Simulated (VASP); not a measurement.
Computed with r2SCAN meta-GGA, VASP's PBE PAW potentials (set 64) (plane waves; VASP).

VASP input:

KPOINTS:
```
Automatic mesh
0
G
6 6 6
0 0 0
```

### INCAR
```
SYSTEM = GeRh
PREC = Accurate
ENCUT = 400
EDIFF = 1E-6
NELM = 100
ALGO = Normal
LREAL = .FALSE.
LASPH = .TRUE.
ISMEAR = 1
SIGMA = 0.1
METAGGA = R2SCAN
LMIXTAU = .TRUE.
LMAXMIX = 4
LWAVE = .FALSE.
LCHARG = .FALSE.
IBRION = 2
ISIF = 3
NSW = 60
EDIFFG = -0.02
```

POSCAR:
```
GeRh
1
    4.8944017652    -0.0000000000    -0.0000000000
    0.0000000000     4.8944017652    -0.0000000000
    0.0000000000     0.0000000000     4.8944017652
Ge Rh
4 4
Direct
  0.1657330902   0.3342669098   0.6657330902
  0.3342669098   0.6657330902   0.1657330902
  0.6657330902   0.1657330902   0.3342669098
  0.8342669098   0.8342669098   0.8342669098
  0.8814526091   0.6185473909   0.3814526091
  0.6185473909   0.3814526091   0.8814526091
  0.3814526091   0.8814526091   0.6185473909
  0.1185473909   0.1185473909   0.1185473909
```

POTCAR, in this order: Ge_d Rh_pv (PBE.64 set). Program: vasp_std.

Problem. What will the output report for the number of irreducible k-points (NKPTS), number of bands (NBANDS), largest plane-wave count, number of space-group operations, FFT grid (NGX, NGY, NGZ)?

Solution. 
- number of irreducible k-points (NKPTS): 24
- number of bands (NBANDS): 69
- largest plane-wave count: 2176
- number of space-group operations: 12
- FFT grid (NGX, NGY, NGZ): 32 × 32 × 32

The structure comes from a computed database's GeRh entry (P2_13); how it stands against other phases isn't given here. This run relaxes it. Symmetry was kept, so distortions that lower it aren't found. The start is the result of an earlier pass.
